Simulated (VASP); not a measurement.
# LaLuN2 (P6_3/mmc) in VASP: a series of runs

One crystal, LaLuN2, is run at these levels: PBE; tasks: relaxation of cell and atoms.

Everything below comes from runs of VASP 6.6.1. Logs are shortened: lines on timing, memory, paths and dates and some standing lists are left out, and cuts for length are marked.

### Step 1. The crystal as given

The structure is hexagonal, space group P6_3/mmc (No. 194). Conventional cell: a = 3.575 Å, b = 3.575 Å, c = 11.471 Å, α = 90.00°, β = 90.00°, γ = 120.00°. La (site symmetry -6m2) is surrounded by 6 N at 2.62 Å. Lu (site symmetry -3m) is surrounded by 6 N at 2.42 Å. N (site symmetry 3m) is surrounded by 3 Lu at 2.42 Å and 3 La at 2.62 Å.

The cell was built by a generator and needn't be a form met in nature.

### Step 2. Relaxation of cell and atoms, PBE

Input file INCAR:

```
SYSTEM = LaLuN2
PREC = Accurate
ENCUT = 520
EDIFF = 1E-6
ISMEAR = 0
SIGMA = 0.1
LREAL = .False.
LASPH = .True.
NELM = 120
ALGO = Normal
ISIF = 3
LWAVE = .False.
LCHARG = .False.
GGA = PE
IBRION = 2
NSW = 90
EDIFFG = -0.01
KPAR = 4
```

Input file KPOINTS:

```
Automatic mesh
0
Gamma
  10 10 4
  0 0 0
```

Input file POSCAR:

```
LaLuN2
1.0
    3.5751073400      0.0000000000      0.0000000000
   -1.7875536700      3.0961337800      0.0000000000
    0.0000000000      0.0000000000     11.4710000000
La Lu N
2 2 4
Direct
    0.3333333300      0.6666666700      0.2500000000
    0.6666666700      0.3333333300      0.7500000000
    0.0000000000      0.0000000000      0.5000000000
    0.0000000000      0.0000000000      0.0000000000
    0.3333333300      0.6666666700      0.8900706100
    0.6666666700      0.3333333300      0.1099293900
    0.6666666700      0.3333333300      0.3900706100
    0.3333333300      0.6666666700      0.6099293900
```

Potentials or basis: VASP PAW PBE potentials, release 64 (La, Lu, N).

Run with:

```
$ cat potpaw_PBE.64/La/POTCAR potpaw_PBE.64/Lu/POTCAR potpaw_PBE.64/N/POTCAR > POTCAR
$ mpirun -np 4 vasp_std > vasp.out
```

OUTCAR:

```text
SYSTEM = LaLuN2
   PREC = Accurate
   ENCUT = 520
   EDIFF = 1E-6
   ISMEAR = 0
   LREAL = .False.
   LASPH = .True.
   NELM = 120
   ISIF = 3
   GGA = PE
   IBRION = 2
   NSW = 90
   EDIFFG = -0.01

 ion  position               nearest neighbor table
   1  0.333  0.667  0.250-   6 2.62   7 2.62   6 2.62   7 2.62   6 2.62   7 2.62   3 3.53   4 3.53
                             3 3.53   4 3.53   3 3.53   4 3.53
   2  0.667  0.333  0.750-   5 2.62   8 2.62   5 2.62   8 2.62   5 2.62   8 2.62   3 3.53   4 3.53
                             3 3.53   4 3.53   3 3.53   4 3.53
   3  0.000  0.000  0.500-   7 2.42   8 2.42   7 2.42   8 2.42   7 2.42   8 2.42   1 3.53   2 3.53
                             1 3.53   2 3.53   2 3.53   1 3.53
   4  0.000  0.000  0.000-   5 2.42   6 2.42   6 2.42   5 2.42   6 2.42   5 2.42   1 3.53   2 3.53
                             1 3.53   2 3.53   2 3.53   1 3.53
   5  0.333  0.667  0.890-   4 2.42   4 2.42   4 2.42   2 2.62   2 2.62   2 2.62
   6  0.667  0.333  0.110-   4 2.42   4 2.42   4 2.42   1 2.62   1 2.62   1 2.62
   7  0.667  0.333  0.390-   3 2.42   3 2.42   3 2.42   1 2.62   1 2.62   1 2.62
   8  0.333  0.667  0.610-   3 2.42   3 2.42   3 2.42   2 2.62   2 2.62   2 2.62

  LATTYP: Found a hexagonal cell.
 ALAT       =     3.5751073400
 C/A-ratio  =     3.2085749906

  Lattice vectors:

 A1 = (   3.5751073400,   0.0000000000,   0.0000000000)
 A2 = (  -1.7875536700,   3.0961337800,   0.0000000000)
 A3 = (   0.0000000000,   0.0000000000,  11.4710000000)

Analysis of symmetry for initial positions (statically):
=====================================================================
 Subroutine PRICEL returns:
 Original cell was already a primitive cell.

 Routine SETGRP: Setting up the symmetry group for a
 hexagonal supercell.

 Subroutine GETGRP returns: Found 24 space group operations
 (whereof 12 operations were pure point group operations)
 out of a pool of 24 trial point group operations.

The static configuration has the point symmetry D_3d.
 The point group associated with its full space group is D_6h.

Analysis of symmetry for dynamics (positions and initial velocities):
=====================================================================
 Subroutine PRICEL returns:
 Original cell was already a primitive cell.

 Routine SETGRP: Setting up the symmetry group for a
 hexagonal supercell.

 Subroutine GETGRP returns: Found 24 space group operations
 (whereof 12 operations were pure point group operations)
 out of a pool of 24 trial point group operations.

The dynamic configuration has the point symmetry D_3d.
 The point group associated with its full space group is D_6h.

 Subroutine INISYM returns: Found 24 space group operations
 (whereof 12 operations are pure point group operations),
 and found     1 'primitive' translations

----------------------------------------------------------------------------------------

                                     Primitive cell

  volume of cell :     126.9726

  direct lattice vectors                    reciprocal lattice vectors
     3.575107340  0.000000000  0.000000000     0.279711881  0.161491730  0.000000000
    -1.787553670  3.096133780  0.000000000     0.000000000  0.322983460  0.000000000
     0.000000000  0.000000000 11.471000000     0.000000000  0.000000000  0.087176358

  length of vectors
     3.575107340  3.575107342 11.471000000     0.322983460  0.322983460  0.087176358

  position of ions in fractional coordinates (direct lattice)
     0.333333330  0.666666670  0.250000000
     0.666666670  0.333333330  0.750000000
     0.000000000  0.000000000  0.500000000
     0.000000000  0.000000000  0.000000000
     0.333333330  0.666666670  0.890070610
     0.666666670  0.333333330  0.109929390
     0.666666670  0.333333330  0.390070610
     0.333333330  0.666666670  0.609929390

  ion indices of the primitive-cell ions
   primitive index   ion index
                 1           1
                 2           2
                 3           3
                 4           4
                 5           5
                 6           6
                 7           7
                 8           8

----------------------------------------------------------------------------------------

 KPOINTS: Automatic mesh

[... 23 lines left out ...]
            Coordinates               Weight
  0.000000  0.000000  0.000000      1.000000
  0.100000  0.000000  0.000000      6.000000
  0.200000  0.000000  0.000000      6.000000
  0.300000  0.000000  0.000000      6.000000
  0.400000  0.000000  0.000000      6.000000
  0.500000 -0.000000  0.000000      3.000000
[... 16 lines left out ...]
  0.300000  0.100000  0.250000     24.000000
  0.400000  0.100000  0.250000     24.000000
 [... further k-points ...]
   k-points           NKPTS =     42   k-points in BZ     NKDIM =     42   number of bands    NBANDS=     55
   number of dos      NEDOS =    301   number of ions     NIONS =      8
   total plane-waves  NPLWV =  70560
   dimension x,y,z NGX =    28 NGY =   28 NGZ =   90
   dimension x,y,z NGXF=    56 NGYF=   56 NGZF=  180
   ions per type =               2   2   4
   NGX,Y,Z   is equivalent  to a cutoff of  13.02, 13.02, 13.04 a.u.
   NGXF,Y,Z  is equivalent  to a cutoff of  26.04, 26.04, 26.09 a.u.
 SYSTEM =  LaLuN2
   PREC   = accura    normal or accurate (medium, high low for compatibility)
   ISTART =      0    job   : 0-new  1-cont  2-samecut
   ICHARG =      2    charge: 1-file 2-atom 10-const
   ISPIN  =      1    spin polarized calculation?
   LNONCOLLINEAR =      F non collinear calculations
   LSORBIT =      F    spin-orbit coupling
   LASPH  =      T    aspherical Exc in radial PAW
   ENCUT  =  520.0 eV  38.22 Ry    6.18 a.u.   6.65  6.65 21.33*2*pi/ulx,y,z
   NELM   =    120;   NELMIN=  2; NELMDL= -5     # of ELM steps
   EDIFF  = 0.1E-05   stopping-criterion for ELM
   LREAL  =      F    real-space projection
   EDIFFG = -.1E-01   stopping-criterion for IOM
   NSW    =     90    number of steps for IOM
   IBRION =      2    ionic relax: 0-MD 1-quasi-New 2-CG
   NFREE  =      1    steps in history (QN), initial steepest desc. (CG)
   ISIF   =      3    stress and relaxation
   ISYM   =      2    0-nonsym 1-usesym 2-fastsym
   POTIM  = 0.5000    time-step for ionic-motion
   TEBEG  =    0.0;   TEEND  =   0.0 temperature during run
   PSTRESS=    0.0 pullay stress
   NELECT =      92.0000    total number of electrons
   NUPDOWN=      -1.0000    fix difference up-down
   EMIN   =  10.00;   EMAX   =-10.00  energy-range for DOS
   EFERMI =   0.00;   METHOD = LEGACY
   ISMEAR =     0;   SIGMA  =   0.10  broadening in eV -4-tet -1-fermi 0-gaus
   EFERMI_NEDOS =   21; number of points for ismear=-14 and -15
   IALGO  =     38    algorithm
   IMIX   =      4    mixing-type and parameters
     AMIX     =   0.40;   BMIX     =  1.00
     AMIX_MAG =   1.60;   BMIX_MAG =  1.00
  volume/ion in A,a.u.               =      15.87       107.11
  Fermi-wavevector in a.u.,A,eV,Ry     =   1.470395  2.778644 29.416640  2.162062
  Thomas-Fermi vector in A             =   2.585657
   LORBIT       =      0    0 simple, 1 ext, 2 COOP (PROOUT), +10 PAW based schemes
   GGA     = PE    functional components
   LHFCALC =     F    Hartree Fock is set to
   AEXX    =    0.0000 exact exchange contribution
   IVDW    =     0    specifies the selected vdW correction
   LEPSILON=     F    determine dielectric tensor
   LRPA    =     F    only Hartree local field effects (RPA)
 conjugate gradient relaxation of ions
 non-spin polarized calculation
 Gauss-broadening in eV      SIGMA  =   0.10
  energy-cutoff  :      520.00
  volume of cell :      126.97
 maximum number of plane-waves:      3457
 NGX is ok and might be reduce to    28
   NGX = 13   NGY = 13   NGZ = 43

--------------------------------------- Ionic step        1  -------------------------------------------

 number of electron      92.0000010 magnetization

 Free energy of the ion-electron system (eV)
  ---------------------------------------------------
  ext. energy  EPLUGINS =         0.00000000
  ---------------------------------------------------
  free energy    TOTEN  =       -63.80585521 eV

  energy without entropy =      -63.80549156  energy(sigma->0) =      -63.80567339

------------------------ aborting loop because EDIFF is reached ----------------------------------------

  FORCE on cell =-STRESS in cart. coord.  units (eV):
  Direction    XX          YY          ZZ          XY          YZ          ZX
  --------------------------------------------------------------------------------------
  -------------------------------------------------------------------------------------
  Total       -4.4891903     -4.4891903      4.8711543      0.0000000     -0.0000000      0.0000000
  in kB      -56.6459042    -56.6459043     61.4656365      0.0000000     -0.0000000      0.0000000
  external PRESSURE =     -17.2753906 kB  Pullay stress =       0.0000000 kB
[... 107 lines left out ...]
  FREE ENERGIE OF THE ION-ELECTRON SYSTEM (eV)
  ---------------------------------------------------
  free  energy   TOTEN  =       -64.0288166013 eV

  energy  without entropy=      -64.0287767136  energy(sigma->0) =      -64.02879666

[... ionic steps 4 to 27 ...]

--------------------------------------- Ionic step       28  -------------------------------------------

 number of electron      91.9999982 magnetization

------------------------ aborting loop because EDIFF is reached ----------------------------------------
[... 79 lines left out ...]
--------------------------------------- Ionic step       30  -------------------------------------------

 number of electron      91.9999982 magnetization

 Free energy of the ion-electron system (eV)
  ---------------------------------------------------
  ext. energy  EPLUGINS =         0.00000000
  ---------------------------------------------------
  free energy    TOTEN  =       -64.04186063 eV

  energy without entropy =      -64.04184330  energy(sigma->0) =      -64.04185197

 E-fermi :   6.6847     XC(G=0): -11.5747

 val. band max:        6.5155675968   @ k =   0.0000   0.0000   0.0000
 cond. band min:       6.8815614532   @ k =   0.5000  -0.0000   0.0000
 fundamental gap:      0.3659938564
 Fermi energy:         6.6847082394

 k-point     1 :       0.0000    0.0000    0.0000
  band No.  band energies     occupation
      1     -48.1184      2.00000
      2     -48.1184      2.00000
      3     -24.9951      2.00000
      4     -24.9910      2.00000
      5     -18.9897      2.00000
      6     -18.9650      2.00000
[... 1381 lines left out ...]
     54      10.0680      0.00000
     55      10.3665      0.00000

 [... further k-points ...]

------------------------ aborting loop because EDIFF is reached ----------------------------------------

  FORCE on cell =-STRESS in cart. coord.  units (eV):
  Direction    XX          YY          ZZ          XY          YZ          ZX
  --------------------------------------------------------------------------------------
  -------------------------------------------------------------------------------------
  Total        0.0644071      0.0644071      0.0341770     -0.0000000      0.0000000     -0.0000000
  in kB        0.8262056      0.8262056      0.4384183     -0.0000000      0.0000000     -0.0000000
  external PRESSURE =       0.6969432 kB  Pullay stress =       0.0000000 kB
[... 23 lines left out ...]
  FREE ENERGIE OF THE ION-ELECTRON SYSTEM (eV)
  ---------------------------------------------------
  free  energy   TOTEN  =       -64.0418606285 eV

  energy  without entropy=      -64.0418433039  energy(sigma->0) =      -64.04185197

 reached required accuracy - stopping structural energy minimisation
```

It took 23 min on 4 MPI ranks of Intel Xeon 6975P-C (Granite Rapids), shared host; peak memory 0.46 GiB.

What came out:

```yaml
Free_energy: -64.0419 eV
Relaxed_volume: 15.61 Å³/atom
Relaxed_cell: a = 3.489 Å, b = 3.489 Å, c = 11.849 Å, α = 90.00°, β = 90.00°, γ = 120.00°
Space_group_after_relaxing_to_0.05_Å: P6_3/mmc (No. 194)
Energy_gained_by_relaxing: 29.5 meV/atom
Ionic_steps: 30
Pressure_after_relaxing: 0.1 GPa
Band_gap_on_the_k_mesh: 0.37 eV, indirect (least direct gap 0.85 eV)
```

The path:
```tsv
step	energy change (eV)	largest force (eV/Å)	pressure (GPa)	volume (Å³)
1	0.0000	0.4882	-1.73	126.97
2	-0.2230	0.2491	1.26	123.72
3	-0.2230	0.2479	1.35	123.71
4	-0.2310	0.0606	-1.04	125.82
5	-0.2334	0.1197	-0.82	125.13
6	-0.2331	0.1402	-0.30	124.89
7	-0.2332	0.1365	0.06	124.95
8	-0.2333	0.1277	-0.04	125.04
9	-0.2333	0.1249	-0.27	125.08
10	-0.2360	0.0107	0.09	124.85
11	-0.2360	0.0103	0.08	124.85
12	-0.2360	0.0001	0.11	124.96
13	-0.2352	0.0305	1.01	125.31
14	-0.2298	0.0989	-1.20	126.01
15	-0.2340	0.0550	-0.99	125.54
16	-0.2348	0.0420	-0.72	125.40
17	-0.2350	0.0379	-0.54	125.35
18	-0.2351	0.0357	-0.50	125.33
19	-0.2352	0.0345	-0.53	125.32
20	-0.2353	0.0335	-0.42	125.27
21	-0.2357	0.0312	-0.07	125.11
22	-0.2358	0.0304	-0.18	125.06
23	-0.2359	0.0288	-0.02	124.95
24	-0.2359	0.0284	-0.07	124.91
25	-0.2359	0.0268	0.13	124.84
26	-0.2359	0.0279	0.08	124.88
27	-0.2359	0.0287	-0.01	124.89
28	-0.2359	0.0251	0.06	124.89
29	-0.2360	0.0171	-0.01	124.89
30	-0.2360	0.0003	0.07	124.90
```

Final structure:
```
CELL_PARAMETERS angstrom
3.48873 0.00000 0.00000
-1.74437 3.02133 0.00000
0.00000 0.00000 11.84925
ATOMIC_POSITIONS crystal
La 0.33333 0.66667 0.25000
La 0.66667 0.33333 0.75000
Lu 0.00000 0.00000 0.50000
Lu 0.00000 0.00000 0.00000
N 0.33333 0.66667 0.88659
N 0.66667 0.33333 0.11341
N 0.66667 0.33333 0.38659
N 0.33333 0.66667 0.61341
```

Levels at points of the mesh, in eV from the valence-band top:
```
           k point  band 43  band 44  band 45  band 46  band 47  band 48  band 49  band 50
(0.00, 0.00, 0.00)    -0.96    -0.71    -0.71     0.00     1.50     1.85     2.26     3.01
(0.50, 0.00, 0.00)    -1.53    -1.52    -0.55    -0.48     0.37     1.79     2.31     3.28
(0.00, 0.00, 0.50)    -0.84    -0.84    -0.84    -0.84     1.71     1.71     2.61     2.61
(0.50, 0.00, 0.50)    -1.15    -1.15    -0.85    -0.85     0.98     0.98     2.89     2.89
```

Caveat: spin-orbit coupling is left out, which moves the levels of the heavy elements. As with any semilocal functional, this PBE gap is likely too small.

(Part 1 of 2 ends here.)
